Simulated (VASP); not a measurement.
```
Hf2Si
1.0
    4.59678     0.00000     0.00000
   -2.29839     3.98093     0.00000
    0.00000     0.00000     5.63232
Si Hf
2 4
Direct
  0.33043   0.67326   0.26387
  0.65513   0.31463   0.74913
  0.00036   0.99221   0.99725
  0.01443   0.00607   0.49516
  0.34314   0.68114   0.74738
  0.65650   0.33269   0.24721
```

These are PBE GGA, VASP's PBE PAW potentials (set 64) (plane waves; VASP) values and carry that method's errors. Settings: 300 eV cut-off, 3×3×2 Γ-centred mesh, Gaussian smearing of 0.050 eV, potentials Si Hf_pv.

At this cut-off the stress carries a Pulay error, which pulls relaxed volumes low. Energy and stress use the plane-wave basis of the starting cell.

Q: The ions, cell shape and volume are relaxed. Predict the relaxed structure.

A: 
```
Hf2Si
1.0
    4.74979    -0.00001    -0.00004
   -2.37484     4.11526     0.00000
   -0.00009    -0.00002     5.64759
Si Hf
2 4
Direct
  0.33336   0.66688   0.24992
  0.66672   0.33311   0.75009
  0.00004   0.00006   0.99995
  0.99986   0.99989   0.49994
  0.33341   0.66661   0.75000
  0.66661   0.33345   0.25011
```
Space group P6_3/mmc (194), at a tolerance of 0.03 Å.

Q: How do energy and volume change from the first to the last step?

A: The energy (σ→0) changes by -77.5 meV/atom and the volume by +7.1 %, in 17 ionic steps.

| step | E(σ→0) (eV) | max force (eV/Å) | pressure (GPa) | volume (Å³) |
|---|---|---|---|---|
| 1 | -52.9134 | 1.523 | 11.86 | 103.07 |
| 2 | -52.8289 | 0.260 | -11.87 | 123.16 |
| 3 | -53.3138 | 0.559 | -1.63 | 111.94 |
| 4 | -53.3141 | 0.567 | -1.35 | 111.71 |
| 5 | -53.3620 | 0.320 | 0.10 | 110.38 |
| 6 | -53.3642 | 0.251 | 0.53 | 110.03 |
| 7 | -53.3736 | 0.120 | -0.26 | 110.63 |
| 8 | -53.3742 | 0.158 | -0.52 | 110.83 |
| 9 | -53.3765 | 0.110 | 0.38 | 110.11 |
| 10 | -53.3766 | 0.119 | 0.23 | 110.23 |
| 11 | -53.3779 | 0.040 | 0.01 | 110.39 |
| 12 | -53.3781 | 0.036 | -0.09 | 110.47 |
| 13 | -53.3784 | 0.031 | 0.07 | 110.35 |
| 14 | -53.3784 | 0.030 | 0.09 | 110.33 |
| 15 | -53.3785 | 0.016 | -0.06 | 110.45 |
| 16 | -53.3785 | 0.016 | -0.06 | 110.45 |
| 17 | -53.3785 | 0.009 | 0.01 | 110.39 |

The structure was generated: Hf2Si was put into an ordered model structure, which need not be its known phase. In the starting cell atoms are displaced from their ideal sites. This run relaxes it. The k-mesh is coarse (spacing up to 0.56 per Å, 2π included), so the numbers may not be converged in it. The run is one of a series of settings (EDIFFG = -0.01, IBRION = 2, ISIF = 3, NSW = 50 against the base run), some of them coarse on purpose.
